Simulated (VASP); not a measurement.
# A point defect in Sm2Tl, part 3 of 3

How easily does a point defect form in Sm2Tl? The host is relaxed first, then a supercell is run with and without the defect. The start is a cell from a database of measured crystal structures.

VASP 6.6.1, plane waves and PAW; the level of theory is named at each step.

So far. Step 4 (Reference Ta): The run ended after 4 ionic steps, 0.017 eV below its first step, once forces and stress met EDIFFG = -0.02. Step 4 (Reference Ta): Energy at zero smearing: -12.61699 eV.

## (5) Reference Tl

This step: PBEsol; plane waves and PAW (Tl) (VASP 6.6.1).

System of this step: Tl. The structure is hexagonal, space group P6_3/mmc (No. 194). The conventional cell has a = 3.460 Å, b = 3.460 Å, c = 5.533 Å, α = 90.00°, β = 90.00°, γ = 120.00°. Nearest to Tl lie 12 Tl at 3.41 to 3.46 Å.

The reference for Tl is its crystal, relaxed at the cutoff of the large cell.

INCAR

```
SYSTEM = Tl
PREC = Normal
ENCUT = 300
EDIFF = 1E-05
NELM = 120
ISMEAR = 1
SIGMA = 0.1
LREAL = Auto
ALGO = Fast
GGA = PS
NBANDS = 9
LORBIT = 11
LWAVE = .FALSE.
LCHARG = .FALSE.
KPAR = 4
IBRION = 2
NSW = 25
ISIF = 3
EDIFFG = -0.02
POTIM = 0.4
```

POSCAR

```
Tl
1.0
    3.4600000000      0.0000000000      0.0000000000
   -1.7300000000      2.9964478971      0.0000000000
    0.0000000000      0.0000000000      5.5325400000
Tl
2
Direct
    0.0000000000      0.0000000000      0.0000000000
    0.3333333333      0.6666666667      0.5000000000
```

KPOINTS

```
Automatic mesh
0
Gamma
9 9 5
0 0 0
```

Potentials, in the order of the species: Tl (PBE family, release 64).

Run with:

```
$ mpirun -np 4 vasp_std
```

The log of the run:

```text
[banner, memory and clock lines left out]
running    4 mpi-ranks, on    1 nodes
 distrk:  each k-point on    1 cores,    4 groups
 distr:  one band on    1 cores,    1 groups

 POSCAR found type information on POSCAR Tl
 POSCAR found :  1 types and       2 ions
 [... a notice as in an earlier step ...]

 [... a notice as in an earlier step ...]

 LDA part: xc-table for (Slater+PW92), standard interpolation
 POSCAR, INCAR and KPOINTS ok, starting setup
 FFT: planning ... GRIDC
 FFT: planning ... GRID_SOFT
 FFT: planning ... GRID
 WAVECAR not read
 entering main loop
       N       E                     dE             d eps       ncg     rms          rms(c)
DAV:   1     0.107890422176E+02    0.10789E+02   -0.12591E+03   648   0.295E+02
DAV:   2    -0.472659569946E+01   -0.15516E+02   -0.14959E+02   880   0.548E+01
DAV:   3    -0.529559169217E+01   -0.56900E+00   -0.56439E+00   866   0.119E+01
DAV:   4    -0.530005900728E+01   -0.44673E-02   -0.44668E-02   801   0.122E+00
DAV:   5    -0.530011245427E+01   -0.53447E-04   -0.53446E-04   779   0.125E-01    0.582E-01
RMM:   6    -0.527982899845E+01    0.20283E-01   -0.33407E-03   648   0.271E-01    0.357E-01
RMM:   7    -0.526762755290E+01    0.12201E-01   -0.12403E-02   649   0.524E-01    0.310E-02
RMM:   8    -0.526787526890E+01   -0.24772E-03   -0.10455E-03   674   0.203E-01    0.169E-02
RMM:   9    -0.526785990397E+01    0.15365E-04   -0.13916E-04   651   0.694E-02    0.553E-03
RMM:  10    -0.526788378849E+01   -0.23885E-04   -0.32281E-05   583   0.385E-02    0.612E-03
RMM:  11    -0.526788405977E+01   -0.27128E-06   -0.43934E-06   398   0.153E-02
   1 F= -.52678841E+01 E0= -.52672632E+01  d E =-.526788E+01
 curvature:   0.00 expect dE= 0.000E+00 dE for cont linesearch  0.000E+00
 trial: gam= 0.00000 g(F)=  0.331E-49 g(S)=  0.174E-02 ort = 0.000E+00 (trialstep = 0.100E+01)
 search vector abs. value=  0.174E-02
 bond charge predicted
       N       E                     dE             d eps       ncg     rms          rms(c)
DAV:   1    -0.526949905409E+01   -0.16153E-02   -0.24789E-02   754   0.828E-01    0.409E-02
RMM:   2    -0.526948361714E+01    0.15437E-04   -0.29582E-04   647   0.101E-01    0.252E-02
RMM:   3    -0.526945848753E+01    0.25130E-04   -0.46940E-05   637   0.429E-02    0.104E-03
RMM:   4    -0.526945925175E+01   -0.76422E-06   -0.74520E-06   405   0.187E-02
   2 F= -.52694593E+01 E0= -.52686740E+01  d E =-.157519E-02
[...]
3 F= -.52736682E+01 E0= -.52730301E+01  d E =-.578412E-02
[...]
4 F= -.52772078E+01 E0= -.52773204E+01  d E =-.932378E-02
[...]
5 F= -.52774798E+01 E0= -.52770775E+01  d E =-.959571E-02
 curvature:  -2.33 expect dE=-0.186E-03 dE for cont linesearch -0.152E-03
 ZBRENT: interpolating
 opt :   8.5412  next Energy=    -5.277586 (dE=-0.970E-02)
 bond charge predicted
       N       E                     dE             d eps       ncg     rms          rms(c)
DAV:   1    -0.527765691887E+01   -0.18033E-03   -0.10136E-02   729   0.525E-01    0.291E-02
RMM:   2    -0.527763869269E+01    0.18226E-04   -0.89526E-05   631   0.603E-02    0.179E-02
RMM:   3    -0.527762242393E+01    0.16269E-04   -0.15527E-05   562   0.239E-02    0.660E-04
RMM:   4    -0.527762261101E+01   -0.18709E-06   -0.20307E-06   360   0.977E-03
   6 F= -.52776226E+01 E0= -.52773862E+01  d E =-.973855E-02
 curvature:  -1.63 expect dE=-0.239E-04 dE for cont linesearch -0.936E-05
 trial: gam=-0.04902 g(F)=  0.872E-50 g(S)=  0.147E-04 ort = 0.100E-03 (trialstep = 0.251E+01)
 search vector abs. value=  0.906E-05
 reached required accuracy - stopping structural energy minimisation
```

Run time: 5.2 s. Hardware: 4 MPI ranks of AMD EPYC 9R14 (Zen 4), shared host; peak memory 0.41 GiB; 18 s of CPU time.

OUTCAR, selected parts (step 5):

```text
   k-points           NKPTS =     36   k-points in BZ     NKDIM =     36   number of bands    NBANDS=      9

   ENCUT  =  300.0 eV  22.05 Ry    4.70 a.u.   4.89  4.89  7.81*2*pi/ulx,y,z

   NELECT =       6.0000    total number of electrons

 E-fermi :   4.4228

 k-point     1 :       0.0000    0.0000    0.0000
  band No.  band energies     occupation
      1      -5.6548      2.00000
      2      -1.4387      2.00000
      3       1.3233      2.00000
      4      12.9726      0.00000
      5      12.9726      0.00000
      6      14.0515      0.00000
      7      14.0515      0.00000
      8      14.2932      0.00000
    ...

  Total       -0.0195046     -0.0195046      0.0002358      0.0000000     -0.0000000     -0.0000000
  in kB       -0.5478877     -0.5478877      0.0066229      0.0000000     -0.0000000     -0.0000000
  external PRESSURE =      -0.3630508 kB  Pullay stress =       0.0000000 kB

 POSITION                                       TOTAL-FORCE (eV/Angst)
 -----------------------------------------------------------------------------------
      3.38507      0.00000     -0.00000         0.000000      0.000000      0.000000
     -0.00000      1.95437      2.87382        -0.000000      0.000000      0.000000
 -----------------------------------------------------------------------------------
    total drift:                                0.000000     -0.000000     -0.000000

  FREE ENERGIE OF THE ION-ELECTRON SYSTEM (eV)
  ---------------------------------------------------
  free  energy   TOTEN  =        -5.2776226110 eV

  energy  without entropy=       -5.2769134322  energy(sigma->0) =       -5.27738622

[... 2 parts as in an earlier step ...]

[... 14 further parts left out ...]
```

The steps of the relaxation:

```csv
step,energy less that of the first step (eV),largest force (eV/Å),pressure (GPa),volume (Å³)
1,0.0000,0.0000,-0.03,57.36
2,-0.0016,0.0000,-0.04,57.33
3,-0.0058,0.0000,-0.08,57.23
4,-0.0093,0.0000,0.01,56.97
5,-0.0096,0.0000,-0.05,57.07
6,-0.0097,0.0000,-0.04,57.04
```

```csv
"conventional cell, symmetrised",before,after,change
a (Å),3.460,3.385,-2.2 %
b (Å),3.460,3.385,-2.2 %
c (Å),5.533,5.748,+3.9 %
volume (Å³/atom),28.68,28.52,-0.6 %
```

The relaxed structure:

```cif
data_structure
_symmetry_space_group_name_H-M 'P 1'
_symmetry_Int_Tables_number 1
_cell_length_a 3.3851
_cell_length_b 3.3851
_cell_length_c 5.7476
_cell_angle_alpha 90.000
_cell_angle_beta 90.000
_cell_angle_gamma 120.000
_cell_volume 57.04
loop_
_atom_site_label
_atom_site_type_symbol
_atom_site_fract_x
_atom_site_fract_y
_atom_site_fract_z
_atom_site_occupancy
Tl1 Tl 0.00000 0.00000 0.00000 1
Tl2 Tl 0.33333 0.66667 0.50000 1
```

Numbers from this step:

```
electronic cycles       : 32
electrons               : 6
free energy (TOTEN)     : -5.278 eV
energy at zero smearing : -5.277 eV
Fermi energy            : 4.423 eV
```

The run ended after 6 ionic steps, 0.010 eV below its first step, once forces and stress met EDIFFG = -0.02.

The edges of the cell as typed change unequally, by -2.2 to +3.9 %. In a metal that hangs on the k mesh, which was not refined here; the energy is less touched by it than the shape.

Energy at zero smearing: -5.27739 eV.

## (6) Reference Sm

This step: PBEsol, 4f electrons in the core; plane waves and PAW (Sm_3) (VASP 6.6.1).

System of this step: Sm. The structure is trigonal, space group R-3m (No. 166). The conventional cell has a = 3.609 Å, b = 3.609 Å, c = 26.267 Å, α = 90.00°, β = 90.00°, γ = 120.00°. Nearest to Sm lie 12 Sm at 3.59 to 3.61 Å. Nearest to Sm lie 12 Sm at 3.58 to 3.61 Å.

Sm is not exchanged here; its energy serves the host's formation enthalpy.

INCAR, as its differences from that of step 5:

```diff
@@ -1,2 +1,2 @@
-SYSTEM = Tl
+SYSTEM = Sm
 PREC = Normal
@@ -10,3 +10,3 @@
 GGA = PS
-NBANDS = 9
+NBANDS = 22
 LORBIT = 11
```

POSCAR

```
Sm
1.0
    8.8172810850     -1.8043154568      0.0000000000
    8.8172810850      1.8043154568      0.0000000000
    8.4480568042      0.0000000000      3.1032783042
Sm
3
Direct
    0.0000000000      0.0000000000      0.0000000000
    0.7780000000      0.7780000000      0.7780000000
    0.2220000000      0.2220000000      0.2220000000
```

KPOINTS

```
Automatic mesh
0
Gamma
9 9 9
0 0 0
```

The projector-augmented-wave data sets are Sm_3 (PBE family, release 64).

Run with:

```
$ mpirun -np 4 vasp_std
```

The log of the run:

```text
[banner, memory and clock lines left out]
running    4 mpi-ranks, on    1 nodes
 distrk:  each k-point on    1 cores,    4 groups
 distr:  one band on    1 cores,    1 groups

 POSCAR found type information on POSCAR Sm
 POSCAR found :  1 types and       3 ions
 [... a notice as in an earlier step ...]

 [... a notice as in an earlier step ...]

 LDA part: xc-table for (Slater+PW92), standard interpolation
 POSCAR, INCAR and KPOINTS ok, starting setup
 FFT: planning ... GRIDC
 FFT: planning ... GRID_SOFT
 FFT: planning ... GRID
 WAVECAR not read
 entering main loop
       N       E                     dE             d eps       ncg     rms          rms(c)
DAV:   1     0.219891798297E+03    0.21989E+03   -0.11879E+04  3748   0.902E+02
DAV:   2    -0.103523396125E+02   -0.23024E+03   -0.22495E+03  4232   0.304E+02
DAV:   3    -0.151975708892E+02   -0.48452E+01   -0.46850E+01  4852   0.419E+01
DAV:   4    -0.152880140868E+02   -0.90443E-01   -0.89555E-01  4702   0.484E+00
DAV:   5    -0.152913675841E+02   -0.33535E-02   -0.33517E-02  5188   0.687E-01    0.533E+00
RMM:   6    -0.152601305197E+02    0.31237E-01   -0.47763E-02  3740   0.150E+00    0.307E+00
RMM:   7    -0.152592101526E+02    0.92037E-03   -0.72696E-02  3779   0.171E+00    0.307E-01
RMM:   8    -0.152557142706E+02    0.34959E-02   -0.62768E-03  3831   0.418E-01    0.126E-01
RMM:   9    -0.152554708236E+02    0.24345E-03   -0.20506E-03  3942   0.297E-01    0.191E-02
RMM:  10    -0.152554935923E+02   -0.22769E-04   -0.30287E-04  4151   0.806E-02    0.873E-03
RMM:  11    -0.152554967805E+02   -0.31882E-05   -0.41320E-05  2940   0.329E-02
   1 F= -.15255497E+02 E0= -.15255374E+02  d E =-.152555E+02
 curvature:   0.00 expect dE= 0.000E+00 dE for cont linesearch  0.000E+00
 trial: gam= 0.00000 g(F)=  0.210E-03 g(S)=  0.244E-01 ort = 0.000E+00 (trialstep = 0.100E+01)
 search vector abs. value=  0.246E-01
 bond charge predicted
       N       E                     dE             d eps       ncg     rms          rms(c)
DAV:   1    -0.154687166928E+02   -0.21322E+00   -0.62253E+00  3764   0.221E+01    0.215E+00
RMM:   2    -0.153065031121E+02    0.16221E+00   -0.23073E-01  3740   0.359E+00    0.960E-01
RMM:   3    -0.152671961385E+02    0.39307E-01   -0.18265E-01  3745   0.314E+00    0.185E-01
RMM:   4    -0.152685193830E+02   -0.13232E-02   -0.12308E-02  3889   0.814E-01    0.146E-01
RMM:   5    -0.152693465444E+02   -0.82716E-03   -0.17080E-03  4092   0.275E-01    0.385E-02
RMM:   6    -0.152694618159E+02   -0.11527E-03   -0.47082E-04  4252   0.145E-01    0.736E-03
RMM:   7    -0.152694711330E+02   -0.93171E-05   -0.90381E-05  3284   0.629E-02
   2 F= -.15269471E+02 E0= -.15269344E+02  d E =-.139744E-01
[... from here on, the cycles between the ionic steps are left out ...]
   3 F= -.15269685E+02 E0= -.15269563E+02  d E =-.141882E-01
   4 F= -.15269691E+02 E0= -.15269571E+02  d E =-.141938E-01
   5 F= -.15269681E+02 E0= -.15269562E+02  d E =-.141845E-01
   6 F= -.15270046E+02 E0= -.15269895E+02  d E =-.364706E-03
   7 F= -.15270277E+02 E0= -.15270075E+02  d E =-.595398E-03
   8 F= -.15270282E+02 E0= -.15270079E+02  d E =-.600640E-03
   9 F= -.15270218E+02 E0= -.15270044E+02  d E =-.537214E-03
  10 F= -.15270269E+02 E0= -.15270080E+02  d E =-.587418E-03
 curvature:  -0.33 expect dE=-0.233E-04 dE for cont linesearch -0.257E-05
 ZBRENT: interpolating
 opt :   2.5452  next Energy=   -15.270273 (dE=-0.591E-03)
 bond charge predicted
       N       E                     dE             d eps       ncg     rms          rms(c)
DAV:   1    -0.152702845055E+02   -0.16034E-04   -0.89306E-04  3908   0.199E-01    0.153E-02
RMM:   2    -0.152702778384E+02    0.66671E-05   -0.26897E-05  2427   0.347E-02
  11 F= -.15270278E+02 E0= -.15270089E+02  d E =-.596555E-03
 curvature:  -0.51 expect dE=-0.359E-04 dE for cont linesearch -0.133E-04
 trial: gam=-0.15690 g(F)=  0.215E-04 g(S)=  0.484E-04 ort = 0.107E-03 (trialstep = 0.134E+01)
 search vector abs. value=  0.473E-04
 reached required accuracy - stopping structural energy minimisation
```

It took 5.9 min on 4 MPI ranks; peak memory 1 GiB; 23 min of CPU time.

OUTCAR, selected parts (step 6):

```text
   k-points           NKPTS =     85   k-points in BZ     NKDIM =     85   number of bands    NBANDS=     22

   ENCUT  =  300.0 eV  22.05 Ry    4.70 a.u.  12.71 12.71 12.71*2*pi/ulx,y,z

   NELECT =      33.0000    total number of electrons

 E-fermi :   3.2300

 k-point     1 :       0.0000    0.0000    0.0000
  band No.  band energies     occupation
    ...
     11     -16.6246      2.00000
     12     -16.5974      2.00000
     13      -1.2237      2.00000
     14       0.8716      2.00000
     15       0.8827      2.00000
     16       4.1986     -0.00000
     17       4.2117     -0.00000
     18       4.6214     -0.00000
     19       4.6214     -0.00000
     20       4.8801     -0.00000
    ...

  Total        0.0209368      0.0408611      0.0405790      0.0000000     -0.0000000     -0.0023706
  in kB        0.3516353      0.6862659      0.6815288      0.0000000     -0.0000000     -0.0398139
  external PRESSURE =       0.5731434 kB  Pullay stress =       0.0000000 kB

 POSITION                                       TOTAL-FORCE (eV/Angst)
 -----------------------------------------------------------------------------------
      0.00000      0.00000      0.00000         0.000000     -0.000000      0.000000
     19.90657      0.00000      2.36846        -0.016566      0.000000     -0.001971
      5.68965      0.00000      0.67695         0.016566      0.000000      0.001971
 -----------------------------------------------------------------------------------
    total drift:                                0.000000      0.000000      0.000000

  FREE ENERGIE OF THE ION-ELECTRON SYSTEM (eV)
  ---------------------------------------------------
  free  energy   TOTEN  =       -15.2702778384 eV

  energy  without entropy=      -15.2697125756  energy(sigma->0) =      -15.27008942

[... 1 part as in an earlier step ...]

[... 15 further parts left out ...]
```

CONTCAR:

```
Sm
   1.00000000000000
     8.6541882809389321   -1.7902563695180596   -0.0112303156167495
     8.6541882809389321    1.7902563695180596   -0.0112303156167495
     8.2878409673395712    0.0000000000000000    3.0678674826887633
  Sm
     3
Direct
     0.0000000000000000    0.0000000000000000    0.0000000000000000
     0.7777152221277041    0.7777152221277041    0.7777152221277041
     0.2222847778722959    0.2222847778722959    0.2222847778722959
```

The run keeps the 12 symmetry operations of its start, so it cannot find a distortion of lower symmetry.

Step by step:

```csv
step,energy less that of the first step (eV),largest force (eV/Å),pressure (GPa),volume (Å³)
1,0.0000,0.0522,-1.26,98.74
2,-0.0140,0.0504,-0.11,95.81
3,-0.0142,0.0496,0.00,95.50
4,-0.0142,0.0494,0.03,95.38
5,-0.0142,0.0493,0.06,95.31
6,-0.0145,0.0375,0.07,95.34
7,-0.0148,0.0150,0.03,95.41
8,-0.0148,0.0196,0.02,95.40
9,-0.0147,0.0262,0.04,95.37
10,-0.0148,0.0210,0.05,95.39
11,-0.0148,0.0167,0.06,95.40
```

```
conventional cell, symmetrised  before   after  change
                         a (Å)   3.609   3.581  -0.8 %
                         b (Å)   3.609   3.581  -0.8 %
                         c (Å)  26.267  25.777  -1.9 %
              volume (Å³/atom)   32.91   31.80  -3.4 %
```

The relaxed structure:

```xyz
3
Lattice="8.6542 -1.7903 -0.0112 8.6542 1.7903 -0.0112 8.2878 0.0000 3.0679" Properties=species:S:1:pos:R:3 pbc="T T T"
Sm    0.0000    0.0000    0.0000
Sm   19.9066    0.0000    2.3685
Sm    5.6896    0.0000    0.6769
```

This step gave:

```
electronic cycles       : 57
electrons               : 33
free energy (TOTEN)     : -15.27 eV
energy at zero smearing : -15.27 eV
Fermi energy            : 3.23 eV
```

The run ended after 11 ionic steps, 0.015 eV below its first step, once forces and stress met EDIFFG = -0.02.

Energy at zero smearing: -15.27009 eV.

## (7) The defect cell

This step: PBEsol, 4f electrons in the core; plane waves and PAW (Ta, Tl, Sm_3) (VASP 6.6.1).

System of this step: Sm16TaTl7. The cell holds 24 atoms: 1 Ta, 7 Tl and 16 Sm. Its edges and angles: a = 11.550 Å, b = 11.550 Å, c = 8.648 Å, α = 117.1°, β = 117.1°, γ = 108.6°. It derives from Sm2Tl. Nearest the centre at fractional (0.542, 0.708, 0.500): Ta1 at 0.00 Å, Sm21 at 3.13 Å, Sm24 at 3.13 Å, Sm23 at 3.13 Å, Sm17 at 3.37 Å, Sm18 at 3.37 Å, Sm12 at 3.55 Å, Sm9 at 3.55 Å.

The host is treated as a metal, since its gap is under 0.3 eV or closed. The run keeps 4 symmetry operations, which cuts the number of k-points but bars distortions that break them. The atoms relax at the host's fixed cell.

INCAR

```
SYSTEM = Sm16TaTl7
PREC = Normal
ENCUT = 300
EDIFF = 1E-05
NELM = 120
ISMEAR = 1
SIGMA = 0.2
LREAL = Auto
ALGO = Fast
GGA = PS
NBANDS = 125
LORBIT = 11
LWAVE = .FALSE.
LCHARG = .TRUE.
KPAR = 4
IBRION = 2
NSW = 50
ISIF = 2
EDIFFG = -0.03
POTIM = 0.4
MAXMIX = 40
ISYM = 2
```

POSCAR

```
Sm16TaTl7
1.0
   -8.1210022890      4.6886628577      6.7433297055
    8.1210022890     -4.6886628577      6.7433297055
    2.7070007630      4.6886628577     -6.7433297055
Ta Tl Sm
1 7 16
Direct
    0.5416666700      0.7083333300      0.5000000000
    0.0416666700      0.2083333300      0.5000000000
    0.0416666700      0.7083333300      0.0000000000
    0.5416666700      0.2083333300      0.0000000000
    0.4583333300      0.2916666700      0.5000000000
    0.9583333300      0.7916666700      0.5000000000
    0.9583333300      0.2916666700      0.0000000000
    0.4583333300      0.7916666700      0.0000000000
    0.2500000000      0.2500000000      0.0000000000
    0.7500000000      0.7500000000      0.0000000000
    0.7500000000      0.2500000000      0.5000000000
    0.2500000000      0.7500000000      0.5000000000
    0.0000000000      0.0000000000      0.0000000000
    0.5000000000      0.5000000000      0.0000000000
    0.5000000000      0.0000000000      0.5000000000
    0.0000000000      0.5000000000      0.5000000000
    0.2916666700      0.4583333300      0.5000000000
    0.7916666700      0.9583333300      0.5000000000
    0.7916666700      0.4583333300      0.0000000000
    0.2916666700      0.9583333300      0.0000000000
    0.7083333300      0.5416666700      0.5000000000
    0.2083333300      0.0416666700      0.5000000000
    0.2083333300      0.5416666700      0.0000000000
    0.7083333300      0.0416666700      0.0000000000
```

KPOINTS

```
Automatic mesh
0
Gamma
6 6 6
0 0 0
```

PAW data sets: Ta, Tl and Sm_3 (PBE family, release 64).

Run with:

```
$ mpirun -np 4 vasp_std
```

The log of the run:

```text
[banner, memory and clock lines left out]
running    4 mpi-ranks, on    1 nodes
[...]
[... a notice as in an earlier step ...]

 LDA part: xc-table for (Slater+PW92), standard interpolation
 POSCAR, INCAR and KPOINTS ok, starting setup
[...]
entering main loop
       N       E                     dE             d eps       ncg     rms          rms(c)
DAV:   1     0.177946269438E+04    0.17795E+04   -0.67045E+04 12020   0.958E+02
DAV:   2    -0.323371393346E+02   -0.18118E+04   -0.17799E+04 12972   0.339E+02
DAV:   3    -0.114847331727E+03   -0.82510E+02   -0.79058E+02 13977   0.697E+01
DAV:   4    -0.119199355210E+03   -0.43520E+01   -0.42133E+01 15496   0.153E+01
[...]
RMM:  14    -0.117058206945E+03   -0.53431E-04   -0.61558E-04 12688   0.306E-02    0.938E-03
RMM:  15    -0.117058224224E+03   -0.17280E-04   -0.20415E-04 10871   0.160E-02    0.615E-03
RMM:  16    -0.117058231078E+03   -0.68540E-05   -0.88255E-05  9284   0.920E-03
   1 F= -.11705823E+03 E0= -.11705493E+03  d E =-.117058E+03
[... from here on, the cycles between the ionic steps are left out ...]
   2 F= -.11720434E+03 E0= -.11720154E+03  d E =-.146108E+00
   3 F= -.11743256E+03 E0= -.11742968E+03  d E =-.374332E+00
   4 F= -.11744224E+03 E0= -.11743934E+03  d E =-.384005E+00
   5 F= -.11750159E+03 E0= -.11750006E+03  d E =-.593500E-01
   6 F= -.11758650E+03 E0= -.11758772E+03  d E =-.144261E+00
   7 F= -.11749565E+03 E0= -.11750063E+03  d E =-.534139E-01
   8 F= -.11759867E+03 E0= -.11760098E+03  d E =-.156437E+00
[...]
hard stop encountered!  aborting job ...
[...]
|     The electronic self-consistency was not achieved in the given           |
[...]
soft stop encountered!  aborting job ...
   9 F= -.11767412E+03 E0= -.11767847E+03  d E =0.130571E-01
 deleting file STOPCAR
```

Wall time 51 min (4 MPI ranks); peak memory 4.3 GiB.

The run was stopped at its time limit, so it gives no result of its own.

## (8) Results

```
result : none
```

The session ends without its result: «relax the defect» met its time limit.

[Lines on the potential files, build, host, timing and source positions are cut from VASP's logs without a mark.]

[Logs are printed without paths, hosts, clocks, repeated set-up lines and the standing remarks that a program may print on its own settings, such as how far it seeks lower states.]

[Hosts, paths, dates, database ids (printed as entryN), source tags and the programs' standing remarks are cut or masked in the printed files.]

[In band tables of VASP the shares of atoms and orbitals are scaled to a sum of 1 inside the atoms' spheres.]

[Runs that stopped without an error message from VASP are left out.]
